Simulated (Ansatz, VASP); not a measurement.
# Y (Y(0001)): VASP beside Ansatz, part 2 of 2

Wanted: the spread between two codes on one cell, functional and k mesh.

VASP 6.6.1 and Ansatz 0.2.0.

So far: Set-up; Ansatz: single point, PBEsol.

## Step 3: VASP: single point, PBEsol

Level of this step: PBEsol; plane waves and PAW (Y_sv) (VASP).

The same cell, functional, mesh and smearing now go to VASP, with its own data sets and cutoff.

Lines of VASP's logs that name or quote its potential files are left out, and so is its time.

Input file INCAR:

```
SYSTEM = Y
PREC = Normal
ENCUT = 320
EDIFF = 1E-06
NELM = 120
ISMEAR = 1
SIGMA = 0.15
LREAL = .FALSE.
ALGO = Fast
GGA = PS
NBANDS = 54
LASPH = .TRUE.
LORBIT = 11
LWAVE = .FALSE.
LCHARG = .TRUE.
KPAR = 4
IDIPOL = 3
LDIPOL = .TRUE.
DIPOL = 0.5 0.5 0.5
LVHAR = .TRUE.
LVACPOTAV = .TRUE.
NEDOS = 1500
```

Input file POSCAR:

```
Y
1.0
    3.5948180247      0.0000000000      0.0000000000
    1.7974090124      3.1132037314      0.0000000000
    0.0000000000      0.0000000000     34.5573257033
Y
8
Direct
    0.6666666700      0.6666666700      0.2177762992
    0.0000000000      0.0000000000      0.2969860129
    0.6666666700      0.6666666700      0.3789539240
    0.0000000000      0.0000000000      0.4597321954
    0.6666666700      0.6666666700      0.5402678046
    0.0000000000      0.0000000000      0.6210460760
    0.6666666700      0.6666666700      0.7030139871
    0.0000000000      0.0000000000      0.7822237008
```

Input file KPOINTS:

```
Automatic mesh
0
Gamma
12 12 1
0 0 0
```

PAW data sets: Y_sv (PBE family, release 64).

Launch:

```sh
mpirun -np 4 vasp_std
```

Numbers of over 12 decimals in the logs are rounded to 6 here.

What it wrote:

```text
[banner, memory and clock lines left out]
running    4 mpi-ranks, on    1 nodes
 distrk:  each k-point on    1 cores,    4 groups
 distr:  one band on    1 cores,    1 groups

 POSCAR found type information on POSCAR Y
 POSCAR found :  1 types and       8 ions
|                                                                             |
|               ----> ADVICE to this user running VASP <----                  |
|                                                                             |
|     You enforced a specific xc type in the INCAR file but a different       |
|     [... a line on the potential file left out ...]
|     I HOPE YOU KNOW WHAT YOU ARE DOING!                                     |
|                                                                             |

 LDA part: xc-table for (Slater+PW92), standard interpolation
 POSCAR, INCAR and KPOINTS ok, starting setup
 FFT: planning ... GRIDC
 FFT: planning ... GRID_SOFT
 FFT: planning ... GRID
 WAVECAR not read
 entering main loop
       N       E                     dE             d eps       ncg     rms          rms(c)
DAV:   1     0.412719675677E+03    0.41272E+03   -0.35847E+04  2636   0.107E+03
DAV:   2     0.474847153661E+01   -0.40797E+03   -0.39626E+03  2300   0.304E+02
DAV:   3    -0.470352628251E+02   -0.51784E+02   -0.50438E+02  3168   0.568E+01
DAV:   4    -0.561228847524E+02   -0.90876E+01   -0.90151E+01  3560   0.242E+01
DAV:   5    -0.571464573581E+02   -0.10236E+01   -0.10217E+01  2972   0.677E+00    0.742E+01
RMM:   6    -0.883217441234E+02   -0.31175E+02   -0.80102E+01  2888   0.133E+01    0.645E+01
RMM:   7    -0.131639610266E+03   -0.43318E+02   -0.93631E+01  2910   0.151E+01    0.869E+01
RMM:   8    -0.731929504783E+02    0.58447E+02   -0.75191E+00  2953   0.644E+00    0.615E+01
RMM:   9    -0.595104460364E+02    0.13683E+02   -0.12213E+01  2996   0.659E+00    0.366E+01
RMM:  10    -0.535583796879E+02    0.59521E+01   -0.29058E+00  2983   0.333E+00    0.154E+01
RMM:  11    -0.543861475599E+02   -0.82777E+00   -0.25544E+00  2993   0.228E+00    0.198E+01
RMM:  12    -0.533993572638E+02    0.98679E+00   -0.80871E-01  3058   0.160E+00    0.146E+01
RMM:  13    -0.535390035286E+02   -0.13965E+00   -0.32978E-01  3246   0.815E-01    0.161E+01
RMM:  14    -0.534436880751E+02    0.95315E-01   -0.13667E-01  3446   0.439E-01    0.146E+01
RMM:  15    -0.533978966556E+02    0.45791E-01   -0.67786E-02  3479   0.275E-01    0.142E+01
RMM:  16    -0.536304112241E+02   -0.23251E+00   -0.21803E-01  3257   0.101E+00    0.160E+01
RMM:  17    -0.530976841552E+02    0.53273E+00   -0.54854E-01  3884   0.172E+00    0.633E+00
RMM:  18    -0.530759298710E+02    0.21754E-01   -0.12005E-01  3117   0.601E-01    0.691E+00
RMM:  19    -0.530087744405E+02    0.67155E-01   -0.69381E-02  3181   0.545E-01    0.328E+00
RMM:  20    -0.530148730459E+02   -0.60986E-02   -0.56199E-02  3284   0.357E-01    0.300E+00
RMM:  21    -0.530093106576E+02    0.55624E-02   -0.23434E-02  3324   0.267E-01    0.222E+00
RMM:  22    -0.530010102304E+02    0.83004E-02   -0.17794E-02  3346   0.204E-01    0.116E+00
RMM:  23    -0.529968354575E+02    0.41748E-02   -0.79786E-03  3122   0.158E-01    0.660E-01
RMM:  24    -0.529958143503E+02    0.10211E-02   -0.61084E-03  3237   0.113E-01    0.546E-01
WARNING in EDDRMM: call to ZHEGV failed, returncode =   6  3     41
RMM:  25    -0.529956691558E+02    0.14519E-03   -0.33771E-03  3275   0.754E-02    0.191E-01
RMM:  26    -0.529958111930E+02   -0.14204E-03   -0.23428E-03  3374   0.524E-02    0.166E-01
RMM:  27    -0.529960629628E+02   -0.25177E-03   -0.18087E-03  3369   0.452E-02    0.252E-01
RMM:  28    -0.529960158955E+02    0.47067E-04   -0.11557E-03  3323   0.330E-02    0.894E-02
WARNING in EDDRMM: call to ZHEGV failed, returncode =   8  4     39
RMM:  29    -0.529962332007E+02   -0.21731E-03   -0.91515E-04  3203   0.230E-02    0.214E-01
RMM:  30    -0.529962547980E+02   -0.21597E-04   -0.62805E-04  2879   0.173E-02    0.159E-01
RMM:  31    -0.529962671643E+02   -0.12366E-04   -0.49551E-04  2712   0.134E-02    0.719E-02
RMM:  32    -0.529963145140E+02   -0.47350E-04   -0.34838E-04  2558   0.112E-02    0.474E-02
WARNING in EDDRMM: call to ZHEGV failed, returncode =   8  4     42
RMM:  33    -0.529963675100E+02   -0.52996E-04   -0.28282E-04  2364   0.101E-02    0.353E-02
RMM:  34    -0.529964034637E+02   -0.35954E-04   -0.19801E-04  2187   0.775E-03    0.205E-02
RMM:  35    -0.529964346526E+02   -0.31189E-04   -0.15592E-04  2115   0.659E-03    0.169E-02
RMM:  36    -0.529964596744E+02   -0.25022E-04   -0.11610E-04  1948   0.565E-03    0.303E-02
RMM:  37    -0.529964709265E+02   -0.11252E-04   -0.86510E-05  1859   0.460E-03    0.150E-02
WARNING in EDDRMM: call to ZHEGV failed, returncode =   6  3     36
RMM:  38    -0.529964795445E+02   -0.86180E-05   -0.66535E-05  1549   0.366E-03    0.123E-02
RMM:  39    -0.529964844662E+02   -0.49217E-05   -0.47741E-05  1310   0.308E-03    0.101E-02
RMM:  40    -0.529964880490E+02   -0.35829E-05   -0.38304E-05  1184   0.272E-03    0.892E-03
RMM:  41    -0.529964917055E+02   -0.36565E-05   -0.26942E-05  1415   0.274E-03    0.402E-03
RMM:  42    -0.529964944973E+02   -0.27918E-05   -0.21570E-05  1293   0.250E-03    0.276E-03
RMM:  43    -0.529964961599E+02   -0.16626E-05   -0.14137E-05  1113   0.223E-03    0.268E-03
WARNING in EDDRMM: call to ZHEGV failed, returncode =   8  4     49
RMM:  44    -0.529964975094E+02   -0.13495E-05   -0.11056E-05  1011   0.200E-03    0.158E-03
RMM:  45    -0.529964982517E+02   -0.74228E-06   -0.67034E-06  1044   0.192E-03
|                                                                             |
|           W    W    AA    RRRRR   N    N  II  N    N   GGGG   !!!           |
|           W    W   A  A   R    R  NN   N  II  NN   N  G    G  !!!           |
|           W    W  A    A  R    R  N N  N  II  N N  N  G       !!!           |
|           W WW W  AAAAAA  RRRRR   N  N N  II  N  N N  G  GGG   !            |
|           WW  WW  A    A  R   R   N   NN  II  N   NN  G    G                |
|           W    W  A    A  R    R  N    N  II  N    N   GGGG   !!!           |
|                                                                             |
|     Did not find any points to average over, which means that no vacuum     |
|     field-free region was found. Please increase the size of  your cell     |
|     in the dimension of the dipole correction to obtain accurate            |
|     workfunction values.                                                    |
|                                                                             |

   1 F= -.52996498E+02 E0= -.52995780E+02  d E =-.215585E-02
```

Parts of OUTCAR (step 3):

```text
ion  position               nearest neighbor table
   1  0.667  0.667  0.218-   2 3.44   2 3.44   2 3.44
   2  0.000  0.000  0.297-   1 3.44   1 3.44   1 3.44   3 3.51   3 3.51   3 3.51
   3  0.667  0.667  0.379-   4 3.48   4 3.48   4 3.48   2 3.51   2 3.51   2 3.51
   4  0.000  0.000  0.460-   5 3.47   5 3.47   5 3.47   3 3.48   3 3.48   3 3.48
   5  0.667  0.667  0.540-   4 3.47   4 3.47   4 3.47   6 3.48   6 3.48   6 3.48
   6  0.000  0.000  0.621-   5 3.48   5 3.48   5 3.48   7 3.51   7 3.51   7 3.51
   7  0.667  0.667  0.703-   8 3.44   8 3.44   8 3.44   6 3.51   6 3.51   6 3.51
   8  0.000  0.000  0.782-   7 3.44   7 3.44   7 3.44

  LATTYP: Found a hexagonal cell.
 ALAT       =     3.5948180247
 C/A-ratio  =     9.6130945893

 Subroutine GETGRP returns: Found 12 space group operations
 (whereof  6 operations were pure point group operations)

The static configuration has the point symmetry C_3v.
 The point group associated with its full space group is D_3d.

 Found     19 irreducible k-points:

   k-points           NKPTS =     19   k-points in BZ     NKDIM =     19   number of bands    NBANDS=     54

   dimension x,y,z NGX =    16 NGY =   16 NGZ =  160
   dimension x,y,z NGXF=    32 NGYF=   32 NGZF=  320

   ENCUT  =  320.0 eV  23.52 Ry    4.85 a.u.   5.24  5.24 50.40*2*pi/ulx,y,z

   NELECT =      88.0000    total number of electrons

 k-points in reciprocal lattice and weights: Automatic mesh
   0.00000000  0.00000000  0.00000000       0.007
   0.08333333  0.00000000  0.00000000       0.042
   0.16666667 -0.00000000  0.00000000       0.042
   0.25000000  0.00000000  0.00000000       0.042
   0.33333333  0.00000000  0.00000000       0.042
   0.41666667  0.00000000  0.00000000       0.042
   0.50000000  0.00000000  0.00000000       0.021
   0.16666667  0.08333333  0.00000000       0.042
   0.25000000  0.08333333  0.00000000       0.083
[...]
-0.41666667  0.25000000  0.00000000       0.083
  -0.33333333  0.33333333  0.00000000       0.014

 dipolmoment           0.000000      0.000000      0.000015 electrons x Angstroem

 average (electrostatic) potential at core
       1 -39.8398       2 -39.2193       3 -39.3878       4 -39.3398       5 -39.3397
       6 -39.3877       7 -39.2191       8 -39.8395

 E-fermi :   0.9688

 k-point     1 :       0.0000    0.0000    0.0000
  band No.  band energies     occupation
    ...
     36      -2.6422      2.00000
     37      -2.1040      2.00000
     38      -1.5709      2.00000
     39      -1.1971      2.00000
     40      -1.0213      2.00000
     41       1.1048     -0.02496
     42       1.1062     -0.02803
     43       1.7927     -0.00000
     44       1.8356     -0.00000
     45       1.9854     -0.00000
    ...

 k-point     2 :       0.0833    0.0000    0.0000
  band No.  band energies     occupation
    ...
     36      -2.4999      2.00000
     37      -1.9649      2.00000
     38      -1.4301      2.00000
     39      -1.0510      2.00000
     40      -0.8752      2.00000
     41       1.1180     -0.04919
     42       1.1200     -0.05189
     43       1.6124     -0.00000
     44       1.6709     -0.00000
     45       1.8028     -0.00000
    ...

 k-point     3 :       0.1667   -0.0000    0.0000
  band No.  band energies     occupation
    ...
     36      -2.1040      2.00000
     37      -1.5844      2.00000
     38      -1.0510      2.00000
     39      -0.6586      2.00000
     40      -0.4859      2.00000
     41       1.0658      0.12016
     42       1.0867      0.02736
     43       1.2255     -0.03613
     44       1.3530     -0.00175
     45       1.3879     -0.00056
    ...

  Total       -1.6800034     -1.6800034     -0.7270540     -0.0000000      0.0000000      0.0000000
  in kB       -6.9597904     -6.9597904     -3.0119843     -0.0000000      0.0000000      0.0000000
  external PRESSURE =      -5.6438550 kB  Pullay stress =       0.0000000 kB

  energy-cutoff  :      320.00
  volume of cell :      386.74
      direct lattice vectors                 reciprocal lattice vectors
     3.594818025  0.000000000  0.000000000     0.278178198 -0.160606257  0.000000000
     1.797409012  3.113203731  0.000000000     0.000000000  0.321212515  0.000000000
     0.000000000  0.000000000 34.557325703     0.000000000  0.000000000  0.028937424

 POSITION                                       TOTAL-FORCE (eV/Angst)
 -----------------------------------------------------------------------------------
      3.59482      2.07547      7.52577        -0.000000     -0.000000      0.026978
      0.00000      0.00000     10.26304         0.000000      0.000000      0.015525
      3.59482      2.07547     13.09563         0.000000      0.000000     -0.029846
      0.00000      0.00000     15.88712        -0.000000     -0.000000      0.005512
      3.59482      2.07547     18.67021         0.000000      0.000000     -0.005512
      0.00000      0.00000     21.46169        -0.000000     -0.000000      0.029846
      3.59482      2.07547     24.29428        -0.000000      0.000000     -0.015525
      0.00000      0.00000     27.03156         0.000000      0.000000     -0.026978
 -----------------------------------------------------------------------------------
    total drift:                               -0.000052     -0.000030      0.000979

  FREE ENERGIE OF THE ION-ELECTRON SYSTEM (eV)
  ---------------------------------------------------
  free  energy   TOTEN  =       -52.9964982517 eV

  energy  without entropy=      -52.9943424036  energy(sigma->0) =      -52.99577964

 vacuum level on the upper side and lower side of the slab         4.249         4.249

 total charge
# of ion       s       p       d       f       tot
--------------------------------------------------
    1        2.300   6.135   0.949   0.006   9.391
    2        2.286   6.245   0.968   0.008   9.505
    3        2.290   6.221   0.965   0.008   9.484
    4        2.291   6.231   0.969   0.008   9.498
    5        2.291   6.231   0.969   0.008   9.498
    6        2.290   6.221   0.965   0.008   9.484
    7        2.286   6.245   0.968   0.008   9.505
    8        2.300   6.135   0.949   0.006   9.391
--------------------------------------------------
tot         18.334  49.664   7.702   0.057  75.758

[... 3 further parts left out ...]
```

## Step 4: Side by side

Known differences besides the potentials themselves: the cutoff is 420 eV in Ansatz and 320 eV in VASP (PREC = Normal); Ansatz makes its cores anew for this functional, VASP keeps those of its PBE data sets. Total energies have different zeros and are not compared.

Both answers:

```csv
quantity,Ansatz,VASP,difference
"work function, lower of the two faces (eV)",3.28,3.28,0.00
"work function, higher of the two faces (eV)",3.28,3.28,0.00
```

At this near-relaxed geometry the largest component of a force difference is 8 meV/Å. VASP's log warns that it found no field-free region in the vacuum, so its work functions are uncertain.

## Step 5: Results

| Item | Value |
| --- | --- |
| difference in work function, higher of the two faces (single point, PBEsol) | 0.0042 eV |

**Reading.** The difference in work function, higher of the two faces is 0.0042 eV (single point, PBEsol). Such differences can come from data sets, numerical settings and the points named under the comparisons, not from the functional's error against experiment.

[Lines on the potential files, build, host, timing and source positions are cut from VASP's logs without a mark.]

[Logs are printed without paths, hosts, clocks, repeated set-up lines and the standing remarks that a program may print on its own settings, such as how far it seeks lower states.]

[Hosts, paths, dates, database ids (printed as entryN), source tags and the programs' standing remarks are cut or masked in the printed files.]
